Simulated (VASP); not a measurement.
An input for Ansatz (written as the equivalent of a VASP run, and not itself run):

Ansatz 0.2 input:
```yaml
crystal:
  lattice:
    - [1.5026247, 0.8675405, 4.8797406]
    - [-1.5026247, 0.8675405, 4.8797406]
    - [0.0000000, -1.7350820, 4.8797406]
  atoms:
    - { symbol: Mg, position: [0.0000000, 0.0000000, 0.0000000] }
    - { symbol: Zn, position: [0.5000000, 0.5000000, 0.5000000] }
    - { symbol: O, position: [0.2525668, 0.2525668, 0.2525668] }
    - { symbol: O, position: [0.7474332, 0.7474332, 0.7474332] }
kpoints:
  mp_grid: { grid: [8, 8, 8] }
hamiltonian:
  xc: pbesol
  pseudopotentials: { kind: paw }
scf:
  occupations: { method: gaussian, width: 0.05 }
  max_iter: 100
relax:
  max_steps: 60
  f_tol: 0.02
  cell: {}
output: { forces: true, stress: true, eigenvalues: true }
```

Question: Translate this input to VASP (INCAR, KPOINTS, POSCAR, choice of POTCAR).

Answer: This is not unique; one that fits is 
File KPOINTS:
```
Automatic mesh
0
Gamma
8 8 8
0 0 0
```

File POSCAR:
```
MgZnO2
1
    1.5026247456     0.8675405089     4.8797406286
   -1.5026247456     0.8675405089     4.8797406286
    0.0000000000    -1.7350819917     4.8797406262
Mg Zn O
1 1 2
Direct
  0.0000000000   0.0000000000   0.0000000000
  0.5000000000   0.5000000000   0.5000000000
  0.2525668199   0.2525668199   0.2525668199
  0.7474331801   0.7474331801   0.7474331801
```

**INCAR**
```
SYSTEM = MgZnO2
PREC = Accurate
ENCUT = 520
EDIFF = 1E-6
NELM = 100
ALGO = Normal
LREAL = .FALSE.
LASPH = .TRUE.
ISMEAR = 0
SIGMA = 0.05
GGA = PS
LMAXMIX = 4
LWAVE = .FALSE.
LCHARG = .FALSE.
IBRION = 2
ISIF = 3
NSW = 60
EDIFFG = -0.02
```

POTCAR, in this order: Mg Zn O (PBE.64 set). Program: vasp_std.

The two are equivalent in intent, not identical: each code has its own PAW files, so the cut-off isn't converted (ENCUT is set for VASP's; basis.ecutwfc is left out, and Ansatz then takes the one that its files recommend); Ansatz stops its SCF on the density residual and VASP on the energy change (EDIFF).

The structure comes from a computed database's MgZnO2 entry (R-3m); how it stands against other phases isn't given here. This run relaxes it. Symmetry was kept, so distortions that lower it aren't found. The start is the result of an earlier pass.
